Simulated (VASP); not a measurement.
# K3Ge (Fm-3m) in VASP: notebook, part 2 of 2

VASP 6.6.1.

## Step 4: Relaxation of cell and atoms, r2SCAN+rVV10

Input file INCAR:

```
SYSTEM = K3Ge
PREC     = Accurate       ! precision mode
ENCUT    = 600            ! plane-wave cutoff, eV
EDIFF    = 1E-6           ! SCF threshold, eV
ISMEAR   = 1              ! smearing method
SIGMA    = 0.1            ! smearing width, eV
LREAL    = .False.        ! projectors in reciprocal space
LASPH    = .True.         ! aspherical terms in the spheres
NELM     = 60             ! most SCF steps
ALGO     = Normal         ! electronic algorithm
ISIF     = 3              ! what is computed and relaxed
LWAVE    = .False.        ! write WAVECAR
LCHARG   = .False.        ! write CHGCAR
METAGGA  = R2SCAN         ! meta-GGA
LMIXTAU  = .True.       
LUSE_VDW = .True.       
IVDW_NL  = 2            
BPARAM   = 11.95        
CPARAM   = 0.0093       
IBRION   = 2              ! ionic algorithm
NSW      = 40             ! ionic steps
EDIFFG   = -0.005         ! ionic threshold
```

Input file KPOINTS:

```
Automatic mesh
0
Gamma
  6 6 6
  0 0 0
```

Input file POSCAR:

```
K3Ge
1.0
    0.0000000000      4.3110110000      4.3110110000
    4.3110110000      0.0000000000      4.3110110000
    4.3110110000      4.3110110000      0.0000000000
Ge K
1 3
Direct
    0.0000000000      0.0000000000      0.0000000000
    0.5000000000      0.5000000000      0.5000000000
    0.7500000000      0.7500000000      0.7500000000
    0.2500000000      0.2500000000      0.2500000000
```

Potentials or basis: VASP PAW PBE potentials, release 64 (Ge_d, K_sv).

The run is started by

```
$ cat potpaw_PBE.64/Ge_d/POTCAR potpaw_PBE.64/K_sv/POTCAR > POTCAR
$ mpirun -np 1 vasp_std > vasp.out
```

OUTCAR:

```text
SYSTEM = K3Ge
   PREC = Accurate
   ENCUT = 600
   EDIFF = 1E-6
   ISMEAR = 1
   LREAL = .False.
   LASPH = .True.
   NELM = 60
   ISIF = 3
   METAGGA = R2SCAN
   IVDW_NL = 2
   BPARAM = 11.95
   IBRION = 2
   NSW = 40
   EDIFFG = -0.005

 ion  position               nearest neighbor table
   1  0.000  0.000  0.000-
   2  0.500  0.500  0.500-   4 3.73   4 3.73   4 3.73   3 3.73   3 3.73   3 3.73   4 3.73   3 3.73

   3  0.750  0.750  0.750-   2 3.73   2 3.73   2 3.73   2 3.73
   4  0.250  0.250  0.250-   2 3.73   2 3.73   2 3.73   2 3.73

  LATTYP: Found a face centered cubic cell.
 ALAT       =     8.6220220000

  Lattice vectors:

[... 183 lines left out ...]
  Direction    XX          YY          ZZ          XY          YZ          ZX
  --------------------------------------------------------------------------------------
  -------------------------------------------------------------------------------------
  Total       -0.8033358     -0.8033358     -0.8033358     -0.0000000     -0.0000000      0.0000000
  in kB       -8.0323069     -8.0323069     -8.0323069     -0.0000000     -0.0000000      0.0000000
  external PRESSURE =      -8.0323069 kB  Pullay stress =       0.0000000 kB
[... 101 lines left out ...]
--------------------------------------- Ionic step        4  -------------------------------------------

 number of electron      40.9999999 magnetization

 Free energy of the ion-electron system (eV)
  ---------------------------------------------------
  ext. energy  EPLUGINS =         0.00000000
  ---------------------------------------------------
  free energy    TOTEN  =       -30.17922405 eV

  energy without entropy =      -30.16155514  energy(sigma->0) =      -30.17333442

 E-fermi :   1.0605     XC(G=0):  -8.0771

 val. band max:        1.0541121972   @ k =  -0.1667   0.1667   0.0000
 cond. band min:       1.0723835775   @ k =   0.5000   0.3333   0.0000
 fundamental gap:      0.0182713803
 Fermi energy:         1.0604953597

 k-point     1 :       0.0000    0.0000    0.0000
  band No.  band energies     occupation
      1     -32.3079      2.00000
      2     -31.3605      2.00000
      3     -31.3442      2.00000
      4     -22.8763      2.00000
      5     -22.8763      2.00000
      6     -22.8763      2.00000
[... 452 lines left out ...]
  FREE ENERGIE OF THE ION-ELECTRON SYSTEM (eV)
  ---------------------------------------------------
  free  energy   TOTEN  =       -30.1792240517 eV

  energy  without entropy=      -30.1615551418  energy(sigma->0) =      -30.17333442

 reached required accuracy - stopping structural energy minimisation
```

CONTCAR:

```text
K3Ge
   1.00000000000000
    -0.0000000000000000    4.1913075274145966    4.1913075274145966
     4.1913075274145966   -0.0000000000000000    4.1913075274145966
     4.1913075274145966    4.1913075274145966   -0.0000000000000000
  Ge              K
     1     3
Direct
     1.0000000000000000    1.0000000000000000    1.0000000000000000
     0.5000000000000000    0.5000000000000000    0.5000000000000000
     0.7500000000000000    0.7500000000000000    0.7500000000000000
     0.2500000000000000    0.2500000000000000    0.2500000000000000

  0.00000000E+00  0.00000000E+00  0.00000000E+00
  0.00000000E+00  0.00000000E+00  0.00000000E+00
  0.00000000E+00  0.00000000E+00  0.00000000E+00
  0.00000000E+00  0.00000000E+00  0.00000000E+00
```

Run time: 22 min. Hardware: 1 thread of Intel Xeon 6975P-C (Granite Rapids), shared host; peak memory 0.89 GiB.

Results:

* Free energy: -30.1792 eV
* Relaxed volume: 36.81 Å³/atom
* Relaxed cell: a = 5.927 Å, b = 5.927 Å, c = 5.927 Å, α = 60.00°, β = 60.00°, γ = 60.00°
* Space group after relaxing (to 0.05 Å): Fm-3m (No. 225)
* Energy gained by relaxing: 8.5 meV/atom
* Ionic steps: 4
* Pressure after relaxing: 0.0 GPa
* Band gap on the k mesh: none (metal or under the smearing width)

Step by step:
```
step  energy change (eV)  largest force (eV/Å)  pressure (GPa)  volume (Å³)
   1              0.0000                0.0000           -0.80       160.24
   2             -0.0195                0.0000           -0.54       155.63
   3             -0.0335                0.0000           -0.12       149.02
   4             -0.0341                0.0000            0.01       147.26
```

Final structure:
```
CELL_PARAMETERS angstrom
0.00000 4.19131 4.19131
4.19131 0.00000 4.19131
4.19131 4.19131 0.00000
ATOMIC_POSITIONS crystal
Ge 0.00000 0.00000 0.00000
K 0.50000 0.50000 0.50000
K 0.75000 0.75000 0.75000
K 0.25000 0.25000 0.25000
```

Levels at points of the mesh, in eV from the Fermi level:
| k point | band 18 | band 19 | band 20 | band 21 | band 22 | band 23 | band 24 |
| --- | --- | --- | --- | --- | --- | --- | --- |
| (0.00, 0.00, 0.00) | -7.14 | 0.08 | 0.08 | 0.08 | 0.72 | 2.75 | 2.75 |
| (0.50, 0.00, 0.00) | -6.92 | -1.28 | -0.04 | -0.04 | 2.51 | 3.47 | 3.47 |
| (0.50, 0.50, 0.00) | -6.89 | -1.09 | 0.03 | 0.03 | 1.49 | 2.11 | 4.36 |

Caveat: the PAW data sets were made with another functional, which shifts forces and pressure a little.

## Step 5: The runs side by side

| level | gap on the mesh (eV) | pressure (GPa) | relaxed volume (Å³/atom) |
| --- | --- | --- | --- |
| r2SCAN | none | 0.0 | 37.93 |
| rSCAN | none | 0.1 | 38.26 |
| r2SCAN+rVV10 | none | 0.0 | 36.81 |

Alike in all rows: task relaxation of cell and atoms; potentials or basis VASP PAW PBE potentials, release 64 (Ge_d, K_sv); no spin polarisation; cell relaxed; k mesh 6 × 6 × 6; cutoff (eV) 600; smearing methfessel-paxton 0.1 eV.

Caveats: the PAW data sets were made with another functional, which shifts forces and pressure a little.

Total energies depend on the potentials used, so only differences within one code and one set of settings carry meaning.
